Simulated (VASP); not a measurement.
# RuF2 (Fm-3m) in VASP: notebook

Runs on RuF2. Level: LDA+U. Tasks: single point.

All numbers are computed with VASP 6.6.1; they aren't measurements. Logs are shortened: lines on timing, memory, paths and dates and some standing lists are left out, and cuts for length are marked.

### Step 1. The structure

Symmetry: Fm-3m, No. 225, cubic system. Conventional cell: a = 4.817 Å, b = 4.817 Å, c = 4.817 Å, α = 90.00°, β = 90.00°, γ = 90.00°. Ru (site symmetry m-3m) is surrounded by 8 F at 2.09 Å. F (site symmetry -43m) has 4 Ru at 2.09 Å as nearest neighbours.

The cell comes from a database or a generator and needn't be the stable form of this composition.

### Step 2. Single point, LDA+U, collinear spin, zero start

INCAR

```
SYSTEM = RuF2
  PREC = Accurate
  ENCUT = 520
  EDIFF = 1E-7
  ISMEAR = 0
  SIGMA = 0.05
  LREAL = .False.
  LASPH = .True.
  NELM = 60
  ALGO = Normal
  ISIF = 2
  LWAVE = .False.
  LCHARG = .False.
  ISPIN = 2
  MAGMOM = 0 0 0
  LORBIT = 11
  LMAXMIX = 4
  LDAU = .True.
  LDAUTYPE = 2
  LDAUL = 2 -1
  LDAUU = 6 0
  LDAUJ = 0 0
  LDAUPRINT = 1
  NBANDS = 25
```

KPOINTS

```
Automatic mesh
0
Gamma
  7 7 7
  0 0 0
```

POSCAR

```
RuF2
1.0
    0.0000000000      2.4087449400      2.4087449400
    2.4087449400      0.0000000000      2.4087449400
    2.4087449400      2.4087449400      0.0000000000
Ru F
1 2
Direct
    0.0000000000      0.0000000000      0.0000000000
    0.2500000000      0.2500000000      0.2500000000
    0.7500000000      0.7500000000      0.7500000000
```

Potentials or basis: VASP PAW LDA potentials, release 64 (Ru_pv, F).

Run with:

```console
cat potpaw_LDA.64/Ru_pv/POTCAR potpaw_LDA.64/F/POTCAR > POTCAR
mpirun -np 1 vasp_std > vasp.out
```

OUTCAR:

```text
SYSTEM = RuF2
   PREC = Accurate
   ENCUT = 520
   EDIFF = 1E-7
   ISMEAR = 0
   LREAL = .False.
   LASPH = .True.
   NELM = 60
   ISIF = 2
   ISPIN = 2
   LORBIT = 11

 ion  position               nearest neighbor table
   1  0.000  0.000  0.000-   3 2.09   3 2.09   3 2.09   2 2.09   3 2.09   2 2.09   2 2.09   2 2.09

   2  0.250  0.250  0.250-   1 2.09   1 2.09   1 2.09   1 2.09
   3  0.750  0.750  0.750-   1 2.09   1 2.09   1 2.09   1 2.09

  LATTYP: Found a face centered cubic cell.
 ALAT       =     4.8174898800

  Lattice vectors:

 A1 = (   0.0000000000,   2.4087449400,   2.4087449400)
 A2 = (   2.4087449400,   0.0000000000,   2.4087449400)
 A3 = (   2.4087449400,   2.4087449400,   0.0000000000)

Analysis of symmetry for initial positions (statically):
=====================================================================
 Subroutine PRICEL returns:
 Original cell was already a primitive cell.

 Routine SETGRP: Setting up the symmetry group for a
 face centered cubic supercell.

 Subroutine GETGRP returns: Found 48 space group operations
 (whereof 48 operations were pure point group operations)
 out of a pool of 48 trial point group operations.

The static configuration has the point symmetry O_h .

Analysis of symmetry for dynamics (positions and initial velocities):
=====================================================================
 Subroutine PRICEL returns:
 Original cell was already a primitive cell.

 Routine SETGRP: Setting up the symmetry group for a
 face centered cubic supercell.

 Subroutine GETGRP returns: Found 48 space group operations
 (whereof 48 operations were pure point group operations)
 out of a pool of 48 trial point group operations.

The dynamic configuration has the point symmetry O_h .

Analysis of structural, dynamic, and magnetic symmetry:
=====================================================================
 Subroutine PRICEL returns:
 Original cell was already a primitive cell.

 Routine SETGRP: Setting up the symmetry group for a
 face centered cubic supercell.

 Subroutine GETGRP returns: Found 48 space group operations
 (whereof 48 operations were pure point group operations)
 out of a pool of 48 trial point group operations.

The overall configuration has the point symmetry O_h .

 Subroutine INISYM returns: Found 48 space group operations
 (whereof 48 operations are pure point group operations),
 and found     1 'primitive' translations

----------------------------------------------------------------------------------------

                                     Primitive cell

  volume of cell :      27.9513

  direct lattice vectors                    reciprocal lattice vectors
     0.000000000  2.408744940  2.408744940    -0.207576980  0.207576980  0.207576980
     2.408744940  0.000000000  2.408744940     0.207576980 -0.207576980  0.207576980
     2.408744940  2.408744940  0.000000000     0.207576980  0.207576980 -0.207576980

  length of vectors
     3.406479762  3.406479762  3.406479762     0.359533876  0.359533876  0.359533876

  position of ions in fractional coordinates (direct lattice)
     0.000000000  0.000000000  0.000000000
     0.250000000  0.250000000  0.250000000
     0.750000000  0.750000000  0.750000000

  ion indices of the primitive-cell ions
   primitive index   ion index
                 1           1
                 2           2
                 3           3

----------------------------------------------------------------------------------------

 KPOINTS: Automatic mesh

Automatic generation of k-mesh.
 Grid dimensions read from file:
 generate k-points for:    7    7    7

 Generating k-lattice:

  Cartesian coordinates                     Fractional coordinates (reciprocal lattice)
    -0.029653854  0.029653854  0.029653854     0.142857143  0.000000000  0.000000000
     0.029653854 -0.029653854  0.029653854     0.000000000  0.142857143  0.000000000
     0.029653854  0.029653854 -0.029653854     0.000000000  0.000000000  0.142857143

  Length of vectors
     0.051361982  0.051361982  0.051361982

  Shift w.r.t. Gamma in fractional coordinates (k-lattice)
     0.000000000  0.000000000  0.000000000

 Subroutine IBZKPT returns following result:
 ===========================================

 Found     20 irreducible k-points:

 Following reciprocal coordinates:
            Coordinates               Weight
  0.000000  0.000000  0.000000      1.000000
  0.142857  0.000000  0.000000      8.000000
  0.285714  0.000000  0.000000      8.000000
  0.428571  0.000000  0.000000      8.000000
  0.142857  0.142857  0.000000      6.000000
  0.285714  0.142857  0.000000     24.000000
[... 12 lines left out ...]
 -0.428571  0.428571  0.142857     24.000000
 -0.285714  0.428571  0.142857     24.000000
   k-points           NKPTS =     20   k-points in BZ     NKDIM =     20   number of bands    NBANDS=     25
   number of dos      NEDOS =    301   number of ions     NIONS =      3
   total plane-waves  NPLWV =  21952
   dimension x,y,z NGX =    28 NGY =   28 NGZ =   28
   dimension x,y,z NGXF=    56 NGYF=   56 NGZF=   56
   ions per type =               1   2
   NGX,Y,Z   is equivalent  to a cutoff of  13.66, 13.66, 13.66 a.u.
   NGXF,Y,Z  is equivalent  to a cutoff of  27.33, 27.33, 27.33 a.u.
 SYSTEM =  RuF2
   PREC   = accura    normal or accurate (medium, high low for compatibility)
   ISTART =      0    job   : 0-new  1-cont  2-samecut
   ICHARG =      2    charge: 1-file 2-atom 10-const
   ISPIN  =      2    spin polarized calculation?
   LNONCOLLINEAR =      F non collinear calculations
   LSORBIT =      F    spin-orbit coupling
   LASPH  =      T    aspherical Exc in radial PAW
   ENCUT  =  520.0 eV  38.22 Ry    6.18 a.u.   6.33  6.33  6.33*2*pi/ulx,y,z
   NELM   =     60;   NELMIN=  2; NELMDL= -5     # of ELM steps
   EDIFF  = 0.1E-06   stopping-criterion for ELM
   LREAL  =      F    real-space projection
   EDIFFG = 0.1E-05   stopping-criterion for IOM
   NSW    =      0    number of steps for IOM
   IBRION =     -1    ionic relax: 0-MD 1-quasi-New 2-CG
   NFREE  =      0    steps in history (QN), initial steepest desc. (CG)
   ISIF   =      2    stress and relaxation
   ISYM   =      2    0-nonsym 1-usesym 2-fastsym
   POTIM  = 0.5000    time-step for ionic-motion
   TEBEG  =    0.0;   TEEND  =   0.0 temperature during run
   PSTRESS=    0.0 pullay stress
   NELECT =      28.0000    total number of electrons
   NUPDOWN=      -1.0000    fix difference up-down
   EMIN   =  10.00;   EMAX   =-10.00  energy-range for DOS
   EFERMI =   0.00;   METHOD = LEGACY
   ISMEAR =     0;   SIGMA  =   0.05  broadening in eV -4-tet -1-fermi 0-gaus
   EFERMI_NEDOS =   21; number of points for ismear=-14 and -15
   IALGO  =     38    algorithm
   IMIX   =      4    mixing-type and parameters
     AMIX     =   0.40;   BMIX     =  1.00
     AMIX_MAG =   1.60;   BMIX_MAG =  1.00
  volume/ion in A,a.u.               =       9.32        62.87
  Fermi-wavevector in a.u.,A,eV,Ry     =   1.638048  3.095462 36.507181  2.683202
  Thomas-Fermi vector in A             =   2.729086
   LORBIT       =     11    0 simple, 1 ext, 2 COOP (PROOUT), +10 PAW based schemes
 LDA+U is selected, type is set to LDAUTYPE =  2
   angular momentum for each species LDAUL =     2   -1
   U (eV)           for each species LDAUU =   6.0  0.0
   J (eV)           for each species LDAUJ =   0.0  0.0
   GGA     = CA    functional components
   LHFCALC =     F    Hartree Fock is set to
   AEXX    =    0.0000 exact exchange contribution
   IVDW    =     0    specifies the selected vdW correction
   LEPSILON=     F    determine dielectric tensor
   LRPA    =     F    only Hartree local field effects (RPA)
 spin polarized calculation
 Gauss-broadening in eV      SIGMA  =   0.05
  energy-cutoff  :      520.00
  volume of cell :       27.95
 maximum number of plane-waves:       769
 NGX is ok and might be reduce to    28
   NGX = 13   NGY = 13   NGZ = 13

 number of electron      28.0000002 magnetization       0.0001417

atom =   1  type =  1  l = 2

 onsite density matrix

spin component  1

  0.4405 -0.0000  0.0000  0.0000 -0.0000
 -0.0000  0.4405  0.0000  0.0000 -0.0000
  0.0000  0.0000  0.9017  0.0000  0.0000
  0.0000  0.0000  0.0000  0.4405 -0.0000
 -0.0000 -0.0000  0.0000 -0.0000  0.9017

spin component  2

  0.4405 -0.0000  0.0000  0.0000 -0.0000
 -0.0000  0.4405  0.0000  0.0000 -0.0000
  0.0000  0.0000  0.9017  0.0000  0.0000
  0.0000  0.0000  0.0000  0.4405 -0.0000
 -0.0000 -0.0000  0.0000 -0.0000  0.9017

 occupancies and eigenvectors

  o =  0.4405  v =  0.0000  0.9959  0.0000  0.0902  0.0000  0.0000  0.0000  0.0000  0.0000  0.0000      0.0000  0.0000  0.0000  0.0000  0.0000  0.0000  0.0000  0.0000  0.0000  0.0000
  o =  0.4405  v =  0.0000 -0.0902 -0.0000  0.9959 -0.0000  0.0000  0.0000  0.0000  0.0000  0.0000      0.0000  0.0000  0.0000  0.0000  0.0000  0.0000  0.0000  0.0000  0.0000  0.0000
  o =  0.4405  v =  1.0000  0.0000  0.0000  0.0000  0.0000  0.0000  0.0000  0.0000  0.0000  0.0000      0.0000  0.0000  0.0000  0.0000  0.0000  0.0000  0.0000  0.0000  0.0000  0.0000
  o =  0.4405  v =  0.0000  0.0000  0.0000  0.0000  0.0000  0.0000  0.9997  0.0000 -0.0230  0.0000      0.0000  0.0000  0.0000  0.0000  0.0000  0.0000  0.0000  0.0000  0.0000  0.0000
  o =  0.4405  v =  0.0000  0.0000  0.0000  0.0000  0.0000  0.0000  0.0230 -0.0000  0.9997  0.0000      0.0000  0.0000  0.0000  0.0000  0.0000  0.0000  0.0000  0.0000  0.0000  0.0000
  o =  0.4405  v =  0.0000  0.0000  0.0000  0.0000  0.0000  1.0000  0.0000  0.0000  0.0000  0.0000      0.0000  0.0000  0.0000  0.0000  0.0000  0.0000  0.0000  0.0000  0.0000  0.0000
  o =  0.9017  v =  0.0000 -0.0000 -0.8365 -0.0000  0.5479  0.0000  0.0000  0.0000  0.0000  0.0000      0.0000  0.0000  0.0000  0.0000  0.0000  0.0000  0.0000  0.0000  0.0000  0.0000
  o =  0.9017  v =  0.0000 -0.0000  0.5479  0.0000  0.8365  0.0000  0.0000  0.0000  0.0000  0.0000      0.0000  0.0000  0.0000  0.0000  0.0000  0.0000  0.0000  0.0000  0.0000  0.0000
  o =  0.9017  v =  0.0000  0.0000  0.0000  0.0000  0.0000  0.0000  0.0000 -0.9868 -0.0000  0.1622      0.0000  0.0000  0.0000  0.0000  0.0000  0.0000  0.0000  0.0000  0.0000  0.0000
  o =  0.9017  v =  0.0000  0.0000  0.0000  0.0000  0.0000  0.0000 -0.0000  0.1622  0.0000  0.9868      0.0000  0.0000  0.0000  0.0000  0.0000  0.0000  0.0000  0.0000  0.0000  0.0000

 number of electron      28.0000002 magnetization      -0.0000423

 Free energy of the ion-electron system (eV)
  ---------------------------------------------------
  ext. energy  EPLUGINS =         0.00000000
  ---------------------------------------------------
  free energy    TOTEN  =       -10.87643721 eV

  energy without entropy =      -10.87299527  energy(sigma->0) =      -10.87471624

 E-fermi :  10.2326     XC(G=0): -13.2665

 val. band max:       10.1862332692   @ k =  -0.4286   0.4286   0.1429
 cond. band min:      10.2468507950   @ k =   0.2857   0.0000   0.0000
 fundamental gap:      0.0606175258
 Fermi energy:        10.2326497565

 spin component 1

 k-point     1 :       0.0000    0.0000    0.0000
  band No.  band energies     occupation
      1     -33.0326      1.00000
      2     -33.0326      1.00000
      3     -33.0326      1.00000
      4     -18.2481      1.00000
      5     -16.0602      1.00000
      6      -1.3138      1.00000
[... 549 lines left out ...]
     24      28.3917      0.00000
     25      29.2800      0.00000
 Fermi energy:        10.2326497565

 spin component 2

 k-point     1 :       0.0000    0.0000    0.0000
  band No.  band energies     occupation
      1     -33.0326      1.00000
      2     -33.0326      1.00000
      3     -33.0326      1.00000
      4     -18.2481      1.00000
      5     -16.0602      1.00000
      6      -1.3139      1.00000
[... 549 lines left out ...]
     24      28.3917      0.00000
     25      29.2800      0.00000

------------------------ aborting loop because EDIFF is reached ----------------------------------------

  FORCE on cell =-STRESS in cart. coord.  units (eV):
  Direction    XX          YY          ZZ          XY          YZ          ZX
  --------------------------------------------------------------------------------------
  -------------------------------------------------------------------------------------
  Total        7.9565380      7.9565380      7.9565380      0.0000000      0.0000000     -0.0000000
  in kB      456.0708126    456.0708126    456.0708126      0.0000000      0.0000000     -0.0000000
  external PRESSURE =     456.0708126 kB  Pullay stress =       0.0000000 kB

 VOLUME and BASIS-vectors are now :
 -----------------------------------------------------------------------------
  energy-cutoff  :      520.00
  volume of cell :       27.95
      direct lattice vectors                 reciprocal lattice vectors
     0.000000000  2.408744940  2.408744940    -0.207576980  0.207576980  0.207576980
     2.408744940  0.000000000  2.408744940     0.207576980 -0.207576980  0.207576980
     2.408744940  2.408744940  0.000000000     0.207576980  0.207576980 -0.207576980

 POSITION                                       TOTAL-FORCE (eV/Angst)
 -----------------------------------------------------------------------------------
      0.00000      0.00000      0.00000         0.000000      0.000000      0.000000
      1.20437      1.20437      1.20437         0.000000      0.000000     -0.000000
      3.61312      3.61312      3.61312        -0.000000     -0.000000      0.000000
 -----------------------------------------------------------------------------------
    total drift:                                0.000000      0.000000      0.000000

  FREE ENERGIE OF THE ION-ELECTRON SYSTEM (eV)
  ---------------------------------------------------
  free  energy   TOTEN  =       -10.8764372115 eV

  energy  without entropy=      -10.8729952716  energy(sigma->0) =      -10.87471624

 total charge

# of ion       s       p       d       tot
------------------------------------------
    1        0.213   6.193   6.198  12.604
    2        1.759   4.338   0.000   6.097
    3        1.759   4.338   0.000   6.097
--------------------------------------------------
tot          3.731  14.869   6.198  24.798

 magnetization (x)

# of ion       s       p       d       tot
------------------------------------------
    1       -0.000  -0.000  -0.000  -0.000
    2       -0.000  -0.000   0.000  -0.000
    3       -0.000  -0.000   0.000  -0.000
--------------------------------------------------
tot         -0.000  -0.000  -0.000  -0.000
```

Run time: 33 s. Hardware: 1 thread of Intel Xeon Platinum 8259CL at 2.50GHz (Skylake/Cascade Lake), shared host; peak memory 0.16 GiB.

Results:

```
Free energy                                           : -10.8764 eV
Pressure                                              : 45.6 GPa
Band gap on the k mesh                                : none (metal or under the smearing width)
Net moment                                            : 0.00 μB per cell
Valence electrons inside the program's atomic spheres : Ru 12.60; F 6.10
```

Levels at points of the mesh, in eV from the Fermi level:
Spin up:
| k point | band 11 | band 12 | band 13 | band 14 | band 15 | band 16 | band 17 | band 18 |
| --- | --- | --- | --- | --- | --- | --- | --- | --- |
| (0.00, 0.00, 0.00) | -7.78 | -4.54 | -4.54 | 0.99 | 1.68 | 1.68 | 1.68 | 10.74 |
Spin down:
```
           k point  band 10  band 11  band 12  band 13  band 14  band 15  band 16  band 17  band 18  band 19
(0.00, 0.00, 0.00)    -7.78    -7.78    -4.54    -4.54     0.99     1.68     1.68     1.68    10.74    11.05
```

Eigenvalues of the final occupation matrices:
```csv
site,spin,trace,eigenvalues
site 1 d,1,3.12,0.44 0.44 0.44 0.90 0.90
site 1 d,2,3.12,0.44 0.44 0.44 0.90 0.90
```

Caveat: a pressure of tens of GPa on the cell as given is suspect, and the run, the potentials or the cell itself is likely at fault.

### Step 3. Single point, LDA+U, collinear spin, random start

INCAR

```
SYSTEM = RuF2
PREC = Accurate ; ENCUT = 520
EDIFF = 1E-6 ; ISMEAR = 0
SIGMA = 0.05 ; LREAL = .False.
LASPH = .True. ; NELM = 60
ALGO = Fast ; ISIF = 2
LWAVE = .False. ; LCHARG = .False.
ISPIN = 2 ; MAGMOM = -0.01 0 0
LORBIT = 11 ; LMAXMIX = 4
LDAU = .True. ; LDAUTYPE = 2
LDAUL = 2 -1 ; LDAUU = 6 0
LDAUJ = 0 0 ; LDAUPRINT = 1
```

KPOINTS is that of step 2.

POSCAR is that of step 2.

Potentials or basis: VASP PAW LDA potentials, release 64 (Ru_pv, F).

Run with:

```console
cat potpaw_LDA.64/Ru_pv/POTCAR potpaw_LDA.64/F/POTCAR > POTCAR
mpirun -np 1 vasp_std > vasp.out
```

Wall time 45 s (1 thread of Intel Xeon Platinum 8259CL at 2.50GHz (Skylake/Cascade Lake), shared host); peak memory 0.15 GiB.

The run converged. Its results:

```yaml
Free_energy: -10.8764 eV
Pressure: 45.6 GPa
Band_gap_on_the_k_mesh: none (metal or under the smearing width)
Net_moment: 0.00 μB per cell
Valence_electrons_inside_the_program's_atomic_spheres: Ru 12.60; F 6.10
```

Levels at points of the mesh, in eV from the Fermi level:
Spin up:
```
           k point  band 10  band 11  band 12  band 13  band 14  band 15  band 16  band 17  band 18
(0.00, 0.00, 0.00)    -7.78    -7.78    -4.54    -4.54     0.99     1.68     1.68     1.68    11.05
```
Spin down:
| k point | band 11 | band 12 | band 13 | band 14 | band 15 | band 16 | band 17 | band 18 |
| --- | --- | --- | --- | --- | --- | --- | --- | --- |
| (0.00, 0.00, 0.00) | -7.78 | -4.54 | -4.54 | 0.99 | 1.68 | 1.68 | 1.68 | 11.04 |

Eigenvalues of the final occupation matrices:
```csv
site,spin,trace,eigenvalues
site 1 d,1,3.12,0.44 0.44 0.44 0.90 0.90
site 1 d,2,3.12,0.44 0.44 0.44 0.90 0.90
```

Caveat: a pressure of tens of GPa on the cell as given is suspect, and the run, the potentials or the cell itself is likely at fault. The state reached can hang on the start; a lower one may exist.

### Step 4. Single point, LDA+U, collinear spin, ferromagnetic start

INCAR

```
SYSTEM = RuF2
  PREC = Accurate
  ENCUT = 520
  EDIFF = 1E-7
  ISMEAR = 0
  SIGMA = 0.05
  LREAL = .False.
  LASPH = .True.
  NELM = 100
  ALGO = Normal
  ISIF = 2
  LWAVE = .False.
  LCHARG = .True.
  ISPIN = 2
  MAGMOM = 1 0 0
  LORBIT = 11
  NUPDOWN = 0
  LMAXMIX = 4
  LDAU = .True.
  LDAUTYPE = 2
  LDAUL = 2 -1
  LDAUU = 6 0
  LDAUJ = 0 0
  LDAUPRINT = 1
  GGA = CA
  LELF = .True.
  LVHAR = .True.
  NBANDS = 25
```

KPOINTS is that of step 3.

POSCAR is that of step 3.

Run with:

```console
cat potpaw_LDA.64/Ru_pv/POTCAR potpaw_LDA.64/F/POTCAR > POTCAR
mpirun -np 1 vasp_std > vasp.out
```

Run time: 72 s. Hardware: 1 thread of Intel Xeon Platinum 8259CL at 2.50GHz (Skylake/Cascade Lake), shared host; peak memory 0.16 GiB.

It converged, with:

* Free energy: -10.8764 eV
* Pressure: 45.6 GPa
* Net moment: 0.00 μB per cell
* Valence electrons inside the program's atomic spheres: Ru 12.60; F 6.10

Eigenvalues of the final occupation matrices:
| site | spin | trace | eigenvalues |
| --- | --- | --- | --- |
| site 1 d | 1 | 3.12 | 0.44 0.44 0.44 0.90 0.90 |
| site 1 d | 2 | 3.12 | 0.44 0.44 0.44 0.90 0.90 |

Caveat: a pressure of tens of GPa on the cell as given is suspect, and the run, the potentials or the cell itself is likely at fault; the total moment is fixed, so each spin has its own Fermi level. The state reached can hang on the start; a lower one may exist.

### Step 5. The runs side by side

| spin | fixed moment (μB) | gap on the mesh (eV) | pressure (GPa) | moment (μB) |
| --- | --- | --- | --- | --- |
| collinear, zero start | - | none | 45.6 | 0.00 |
| collinear, random start | - | none | 45.6 | 0.00 |
| collinear, ferromagnetic start | 0 | - | 45.6 | 0.00 |

Alike in all rows: task single point; level LDA+U; potentials or basis VASP PAW LDA potentials, release 64 (Ru_pv, F); Ru d U = 6 eV; cell as given; k mesh 7 × 7 × 7; cutoff (eV) 520; smearing gaussian 0.05 eV.

Caveats: a pressure of tens of GPa on the cell as given is suspect, and the run, the potentials or the cell itself is likely at fault; the total moment is fixed, so each spin has its own Fermi level (some runs).

Total energies depend on the potentials used, so only differences within one code and one set of settings carry meaning.
